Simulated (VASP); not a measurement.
Here is the system:

```
ZnF2
1.0
    4.76415     0.00000     0.00000
    0.00000     4.76415     0.00000
    0.00000     0.00000     3.17997
Zn F
2 4
Direct
  0.00000   0.00000   0.00000
  0.50000   0.50000   0.50000
  0.30345   0.30345   0.00000
  0.80345   0.19655   0.50000
  0.19655   0.80345   0.50000
  0.69655   0.69655   0.00000
```

Method: PBE GGA with D4 dispersion, VASP's PBE PAW potentials (set 64) (plane waves; VASP). Numerical set-up: 520 eV cut-off, Gaussian smearing of 0.050 eV, potentials Zn F.

Problem. Give the energies of bands 15 to 28 at the high-symmetry points, in eV from the valence-band maximum.

Solution. 
```json
[
 {"band": "15", "Γ": "-2.89", "X": "-2.65", "M": "-2.89", "Z": "-2.79", "R": "-2.94", "A": "-2.80"},
 {"band": "16", "Γ": "-2.89", "X": "-2.65", "M": "-2.89", "Z": "-2.79", "R": "-2.94", "A": "-2.80"},
 {"band": "17", "Γ": "-2.84", "X": "-2.06", "M": "-2.40", "Z": "-2.61", "R": "-2.81", "A": "-2.43"},
 {"band": "18", "Γ": "-2.46", "X": "-2.06", "M": "-2.40", "Z": "-2.61", "R": "-2.81", "A": "-2.43"},
 {"band": "19", "Γ": "-1.84", "X": "-1.83", "M": "-1.96", "Z": "-1.55", "R": "-2.34", "A": "-1.30"},
 {"band": "20", "Γ": "-1.53", "X": "-1.83", "M": "-1.96", "Z": "-1.55", "R": "-2.34", "A": "-1.30"},
 {"band": "21", "Γ": "-1.32", "X": "-1.41", "M": "-1.55", "Z": "-1.25", "R": "-1.55", "A": "-1.30"},
 {"band": "22", "Γ": "-1.32", "X": "-1.41", "M": "-1.55", "Z": "-1.25", "R": "-1.55", "A": "-1.30"},
 {"band": "23", "Γ": "-0.98", "X": "-0.58", "M": "-1.11", "Z": "-1.22", "R": "-1.19", "A": "-1.18"},
 {"band": "24", "Γ": "-0.30", "X": "-0.58", "M": "-1.11", "Z": "-1.22", "R": "-1.19", "A": "-1.18"},
 {"band": "25", "Γ": "-0.30", "X": "-0.38", "M": "-0.32", "Z": "-1.18", "R": "-0.03", "A": "-0.75"},
 {"band": "26", "Γ": "0.00", "X": "-0.38", "M": "-0.32", "Z": "-1.18", "R": "-0.03", "A": "-0.75"},
 {"band": "27", "Γ": "3.43", "X": "5.99", "M": "6.85", "Z": "8.05", "R": "8.53", "A": "7.90"},
 {"band": "28", "Γ": "9.09", "X": "5.99", "M": "6.85", "Z": "8.05", "R": "8.53", "A": "7.90"}
]
```

The gap is direct, 3.43 eV, from the valence maximum at Γ to the conduction minimum at Γ.

Measured: gap 7.50 eV (computed value off by -4.07 eV), as given by Dominik Kurzydłowski et al., Inorganic Chemistry (2020), arXiv:1912.01850 [midpoint of the printed range].

The compound is ZnF2 in the rutile structure. It was relaxed first.
